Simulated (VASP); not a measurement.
```
CELL_PARAMETERS angstrom
      3.80000     0.00000     0.00000
      0.00000     3.80000     0.00000
      0.00000     0.00000     4.84000
ATOMIC_POSITIONS crystal
  Sn 0.50000 0.00000 0.76200
  Sn 0.00000 0.50000 0.23800
  O  0.50000 0.50000 0.00000
  O  0.00000 0.00000 0.00000
```

The base run (VASP): PBE GGA, plane waves, VASP's PBE PAW potentials (set 64). Run with 520 eV cut-off, 6×6×5 Γ-centred mesh, Gaussian smearing of 0.050 eV, potentials Sn_d O.

One setting is varied; ΔE counts from the base run. The base run took about 30 core-seconds. The timings are rough (shared machines, no repeats); factors under 2 mean little.

Pressures at a finite cut-off, here 520 eV, hold a Pulay part, which wasn't tested here.

```
setting                            cost over the base run  electronic steps  ΔE (meV/atom)  pressure (GPa)
---------------------------------  ----------------------  ----------------  -------------  --------------
KPOINTS 4×4×3 Monkhorst-Pack mesh               about 1/3                15           -1.4            4.68
KPOINTS 5×5×4 Monkhorst-Pack mesh               about 1/2                15            0.4            4.71
KPOINTS 6×6×5 Monkhorst-Pack mesh    within a factor of 2                15            0.0            4.67
base run                                        reference                15            0.0            4.62
KPOINTS 7×7×6 Monkhorst-Pack mesh    within a factor of 2                15           -0.1            4.67
```

Left out are runs that failed, have no time on record or changed the cell.

The compound is SnO in the litharge structure. The cell was not relaxed at this level.
